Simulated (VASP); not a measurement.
Calculation: r2SCAN meta-GGA, VASP's PBE PAW potentials (set 64) (plane waves; VASP).

A VASP calculation is set up with these files.

### POSCAR
```
Pd
1
    0.0000000000     1.9373992655     1.9373992655
    1.9373992655     0.0000000000     1.9373992655
    1.9373992655     1.9373992655     0.0000000000
Pd
1
Direct
  0.0000000000   0.0000000000   0.0000000000
```

INCAR:
```
SYSTEM = Pd
PREC = Accurate
ENCUT = 520
EDIFF = 1E-7
NELM = 100
ALGO = Normal
LREAL = .FALSE.
LASPH = .TRUE.
ISMEAR = 1
SIGMA = 0.1
METAGGA = R2SCAN
LMIXTAU = .TRUE.
LMAXMIX = 4
LWAVE = .FALSE.
LCHARG = .FALSE.
ISIF = 2
```

KPOINTS:
```
Automatic mesh
0
G
 16 16 16
```

POTCAR, in this order: Pd (PBE.64 set). Program: vasp_std.

The resulting files:

**OUTCAR**
```
 ion  position               nearest neighbor table
   1  0.000  0.000  0.000-
  LATTYP: Found a face centered cubic cell.
 ALAT       =     3.8747985310
 Subroutine PRICEL returns:
 Original cell was already a primitive cell.
 Subroutine GETGRP returns: Found 48 space group operations
The static configuration has the point symmetry O_h .
The dynamic configuration has the point symmetry O_h .
 Subroutine INISYM returns: Found 48 space group operations
 Subroutine IBZKPT returns following result:
 Found    145 irreducible k-points:

 Following reciprocal coordinates:
            Coordinates               Weight
  0.000000  0.000000  0.000000      1.000000
  0.062500  0.000000  0.000000      8.000000
  0.125000  0.000000  0.000000      8.000000
  0.187500  0.000000  0.000000      8.000000
  0.250000  0.000000  0.000000      8.000000
  0.312500  0.000000  0.000000      8.000000
  0.375000  0.000000  0.000000      8.000000
  0.437500  0.000000  0.000000      8.000000
  0.500000  0.000000  0.000000      4.000000
  0.062500  0.062500  0.000000      6.000000
...
```

File OSZICAR:
```
       N       E                     dE             d eps       ncg     rms          rms(c)
DAV:   1     0.200504942328E+02    0.20050E+02   -0.54673E+03  2618   0.108E+03
DAV:   2    -0.256372342580E+02   -0.45688E+02   -0.44596E+02  2793   0.201E+02
DAV:   3    -0.260153513648E+02   -0.37812E+00   -0.37533E+00  3263   0.216E+01
DAV:   4    -0.260176454986E+02   -0.22941E-02   -0.22937E-02  3351   0.143E+00
DAV:   5    -0.260176755299E+02   -0.30031E-04   -0.30032E-04  3393   0.117E-01    0.915E+00
DAV:   6    -0.227112514357E+02    0.33064E+01   -0.67275E+00  2708   0.244E+01    0.416E+00
DAV:   7    -0.229346599619E+02   -0.22341E+00   -0.85036E-01  2854   0.636E+00    0.268E+00
DAV:   8    -0.229340798952E+02    0.58007E-03   -0.33587E-02  2729   0.137E+00    0.234E-01
DAV:   9    -0.229391979379E+02   -0.51180E-02   -0.62290E-03  3033   0.675E-01    0.930E-02
DAV:  10    -0.229392831382E+02   -0.85200E-04   -0.53941E-04  3074   0.228E-01    0.365E-02
DAV:  11    -0.229393615045E+02   -0.78366E-04   -0.33343E-04  3802   0.133E-01    0.409E-02
DAV:  12    -0.229393700575E+02   -0.85530E-05   -0.38287E-05  2781   0.644E-02    0.181E-02
DAV:  13    -0.229393768196E+02   -0.67621E-05   -0.28016E-05  2937   0.432E-02    0.296E-03
DAV:  14    -0.229393786849E+02   -0.18653E-05   -0.59048E-06  2800   0.163E-02    0.198E-03
DAV:  15    -0.229393786287E+02    0.56175E-07   -0.34770E-07  2885   0.562E-03
   1 F= -.22939379E+02 E0= -.22939293E+02  d E =-.255528E-03
```

File OUTCAR:
```
------------------------ aborting loop because EDIFF is reached ----------------------------------------
  FORCE on cell =-STRESS in cart. coord.  units (eV):
  Direction    XX          YY          ZZ          XY          YZ          ZX
  --------------------------------------------------------------------------------------
  Total        0.5348270      0.5348270      0.5348270      0.0000000      0.0000000     -0.0000000
  in kB       58.9164389     58.9164389     58.9164389      0.0000000      0.0000000     -0.0000000
  external PRESSURE =      58.9164389 kB  Pullay stress =       0.0000000 kB
  volume of cell :       14.54
      direct lattice vectors                 reciprocal lattice vectors
     0.000000000  1.937399266  1.937399266    -0.258077934  0.258077934  0.258077934
     1.937399266  0.000000000  1.937399266     0.258077934 -0.258077934  0.258077934
     1.937399266  1.937399266  0.000000000     0.258077934  0.258077934 -0.258077934
 POSITION                                       TOTAL-FORCE (eV/Angst)
 -----------------------------------------------------------------------------------
      0.00000      0.00000      0.00000         0.000000     -0.000000      0.000000
 -----------------------------------------------------------------------------------
    total drift:                               -0.000000     -0.000000     -0.000000
  FREE ENERGIE OF THE ION-ELECTRON SYSTEM (eV)
  ---------------------------------------------------
  free  energy   TOTEN  =       -22.9393786287 eV

  energy  without entropy=      -22.9391231008  energy(sigma->0) =      -22.93929345
```
(Selected blocks of OUTCAR.)

OUTCAR:
```
 val. band max:        9.8508302873   @ k =   0.5000   0.1250   0.0000

 cond. band min:       9.8686528605   @ k =  -0.3125   0.3750   0.1875


 Fermi energy:         9.8642890409

 k-point     1 :       0.0000    0.0000    0.0000
  band No.  band energies     occupation
      1       2.5442      2.00000
      2       6.8720      2.00000
      3       6.8720      2.00000
      4       6.8720      2.00000
      5       8.5234      2.00000
      6       8.5234      2.00000
      7      27.8829      0.00000
      8      32.2900      0.00000
      9      32.9563      0.00000

 k-point     2 :       0.0625    0.0000    0.0000
  band No.  band energies     occupation
      1       2.6932      2.00000
      2       6.8189      2.00000
      3       6.9241      2.00000
      4       6.9241      2.00000
      5       8.4986      2.00000
      6       8.4986      2.00000
      7      28.0410      0.00000
      8      31.9499      0.00000
      9      32.3402      0.00000

 k-point     3 :       0.1250    0.0000    0.0000
  band No.  band energies     occupation
      1       3.1171      2.00000
      2       6.6962      2.00000
      3       7.0533      2.00000
      4       7.0533      2.00000
      5       8.4548      2.00000
      6       8.4548      2.00000
      7      28.3448      0.00000
      8      30.1509      0.00000
      9      32.3127      0.00000

 k-point     4 :       0.1875    0.0000    0.0000
  band No.  band energies     occupation
      1       3.7202      2.00000
      2       6.6309      2.00000
      3       7.1696      2.00000
      4       7.1696      2.00000
      5       8.4870      2.00000
      6       8.4870      2.00000
      7      27.4440      0.00000
      8      29.2181      0.00000
      9      32.3055      0.00000

 k-point     5 :       0.2500    0.0000    0.0000
  band No.  band energies     occupation
      1       4.2561      2.00000
      2       6.8981      2.00000
      3       7.1672      2.00000
...
```

The compound is Pd in the fcc structure. This cell is one point of a volume scan, at 0.97 of the reference volume.
